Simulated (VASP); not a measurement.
An input for Quantum ESPRESSO's pw.x (written as the equivalent of a VASP run, and not itself run):

```
&CONTROL
  calculation = 'scf'
  pseudo_dir = './pseudo'
  outdir = './out'
  tprnfor = .true.
  tstress = .true.
/
&SYSTEM
  ibrav = 0
  nat = 14
  ntyp = 3
  ecutwfc = 102
  occupations = 'smearing'
  smearing = 'gaussian'
  degauss = 0.00147
  input_dft = 'pz'
  nosym = .true.
/
&ELECTRONS
  conv_thr = 7.3e-08
  electron_maxstep = 100
/
ATOMIC_SPECIES
  Cd 112.414 Cd.upf
  In 114.818 In.upf
  O 15.999 O.upf
CELL_PARAMETERS angstrom
     0.0000000    4.6087140    4.6087140
     4.6087140    0.0000000    4.6087140
     4.6087140    4.6087140    0.0000000
ATOMIC_POSITIONS crystal
  Cd   0.2500000  0.2500000  0.2500000
  Cd   0.0000000  0.0000000  0.0000000
  In   0.1250000  0.6250000  0.6250000
  In   0.6250000  0.6250000  0.1250000
  In   0.6250000  0.1250000  0.6250000
  In   0.6250000  0.6250000  0.6250000
  O    0.8617500  0.8617500  0.8617500
  O    0.8352500  0.3882500  0.3882500
  O    0.8617500  0.8617500  0.4147500
  O    0.3882500  0.8352500  0.3882500
  O    0.4147500  0.8617500  0.8617500
  O    0.3882500  0.3882500  0.3882500
  O    0.8617500  0.4147500  0.8617500
  O    0.3882500  0.3882500  0.8352500
K_POINTS automatic
  4 4 4 0 0 0
```

Translate this input to VASP (INCAR, KPOINTS, POSCAR, choice of POTCAR).

One answer among several that fit: 
### POSCAR
```
CdIn2O4
1.0
  0.0000000000   4.6087140000   4.6087140000
  4.6087140000   0.0000000000   4.6087140000
  4.6087140000   4.6087140000   0.0000000000
Cd In O
2 4 8
direct
  0.2500000000   0.2500000000   0.2500000000
  0.0000000000   0.0000000000   0.0000000000
  0.1250000000   0.6250000000   0.6250000000
  0.6250000000   0.6250000000   0.1250000000
  0.6250000000   0.1250000000   0.6250000000
  0.6250000000   0.6250000000   0.6250000000
  0.8617500000   0.8617500000   0.8617500000
  0.8352500000   0.3882500000   0.3882500000
  0.8617500000   0.8617500000   0.4147500000
  0.3882500000   0.8352500000   0.3882500000
  0.4147500000   0.8617500000   0.8617500000
  0.3882500000   0.3882500000   0.3882500000
  0.8617500000   0.4147500000   0.8617500000
  0.3882500000   0.3882500000   0.8352500000
```

### KPOINTS
```
Automatic mesh
0
Gamma
4 4 4
0 0 0
```

### INCAR
```
ALGO = Normal
EDIFF = 1E-6
ENCUT = 400
ISIF = 2
ISMEAR = 0
ISYM = 0
LASPH = .TRUE.
LCHARG = .FALSE.
LMAXMIX = 4
LREAL = Auto
LWAVE = .FALSE.
NELM = 100
PREC = Accurate
SIGMA = 0.02
SYSTEM = CdIn2O4
```

POTCAR, in this order: Cd In_d O (LDA.64 set). Program: vasp_std.

The two are equivalent in intent, not identical: the potentials are each code's own (VASP's PAW set, PseudoDojo norm-conserving files in pw.x), so ENCUT and ecutwfc are chosen apart and not converted; conv_thr bounds pw.x's estimated SCF error, while EDIFF bounds the energy change between steps.

The structure comes from a computed database's CdIn2O4 entry; how it stands against other phases isn't given here. The cell was not relaxed at this level. The run is one of a series of settings (ISYM = 0 against the base run), some of them coarse on purpose.
